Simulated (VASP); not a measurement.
The system is NaCuSe2.

```
Na Cu Se
1.0
     4.59838    0.00000    0.00000
    -2.29919    3.98231    0.00000
     0.00000    0.00000    5.81857
Na Cu Se
1 1 2
Direct
  0.00000 0.00000 0.50000
  0.00000 0.00000 0.00000
  0.33333 0.66667 0.50000
  0.66667 0.33333 0.50000
```

The cell was built by a generator and needn't be a form met in nature.

* Program: VASP 6.6.1
* Task: relaxation of cell and atoms
* Functional: PBE
* Potentials or basis: VASP PAW PBE potentials, release 64 (Na_pv, Cu, Se)
* Cutoff: 600 eV
* k mesh: 7 × 7 × 5
* Occupations: gaussian, width 0.05 eV
* Spin: no spin polarisation

At the start: pressure 7.2 GPa; volume 26.64 Å³/atom.

Task: Where does the relaxation end?

Result: Over 15 steps the energy falls by 180.1 meV/atom and the volume is 29.31 Å³/atom (+10.0 %); space group P6/mmm (No. 191, to 0.05 Å).

The path:
| step | energy change (eV) | largest force (eV/Å) | pressure (GPa) | volume (Å³) |
| --- | --- | --- | --- | --- |
| 1 | 0.0000 | 0.0000 | 7.15 | 106.55 |
| 2 | -0.6775 | 0.0000 | -0.34 | 125.52 |
| 3 | -0.6782 | 0.0000 | -0.61 | 126.49 |
| 4 | -0.6782 | 0.0000 | -0.51 | 126.08 |
| 5 | -0.6929 | 0.0000 | -0.43 | 124.32 |
| 6 | -0.7144 | 0.0000 | -0.30 | 120.61 |
| 7 | -0.7016 | 0.0000 | 0.64 | 113.20 |
| 8 | -0.7195 | 0.0000 | -0.16 | 118.56 |
| 9 | -0.7200 | 0.0000 | -0.15 | 117.91 |
| 10 | -0.7200 | 0.0000 | -0.12 | 117.75 |
| 11 | -0.7202 | 0.0000 | 0.08 | 116.96 |
| 12 | -0.7203 | 0.0000 | 0.03 | 117.20 |
| 13 | -0.7203 | 0.0000 | 0.00 | 117.28 |
| 14 | -0.7203 | 0.0000 | -0.02 | 117.26 |
| 15 | -0.7203 | 0.0000 | 0.00 | 117.23 |

Final structure:
```cif
data_structure
_symmetry_space_group_name_H-M 'P 1'
_symmetry_Int_Tables_number 1
_cell_length_a 5.0281
_cell_length_b 5.0281
_cell_length_c 5.3544
_cell_angle_alpha 90.000
_cell_angle_beta 90.000
_cell_angle_gamma 120.000
_cell_volume 117.23
loop_
_atom_site_label
_atom_site_type_symbol
_atom_site_fract_x
_atom_site_fract_y
_atom_site_fract_z
_atom_site_occupancy
Na1 Na 0.00000 0.00000 0.50000 1
Cu1 Cu 0.00000 0.00000 0.00000 1
Se1 Se 0.33333 0.66667 0.50000 1
Se2 Se 0.66667 0.33333 0.50000 1
```

Caveat: the run has no spin polarisation, though such a crystal can be magnetic.
